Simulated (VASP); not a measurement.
CdHgSe2 (space group P-4m2): the band gap from VASP (plane waves, PAW) at several levels of theory. Gaps are without spin-orbit coupling. Each level names its cell: its own relaxed one, PBE's, or the starting one. A gap is the smallest over the k-mesh and a band path; hybrids may have named points in place of the path, and GW has the mesh alone.

```json
[
 {"level": "LDA (own cell)", "band gap (eV)": "0 (metallic)"},
 {"level": "r2SCAN (own cell)", "band gap (eV)": "0.14"}
]
```

The cell of the LDA (own cell) run:

```
CdHgSe2
1.0
    4.28117     0.00000     0.00000
    0.00000     4.28117     0.00000
    0.00000     0.00000     6.03879
Cd Hg Se
1 1 2
Direct
  0.50000   0.50000   0.50000
  0.00000   0.00000   0.00000
  0.00000   0.50000   0.25301
  0.50000   0.00000   0.74699
```

Only levels that ran to the end are used. Left out are those held back, those with too coarse a band path, GW runs whose mesh misses a band edge, hybrids' fits of cells that aren't cubic and levels without matching references; a question may draw on a part of the rest.

The structure comes from a computed database's CdHgSe2 entry (P-4m2); how it stands against other phases isn't given here.
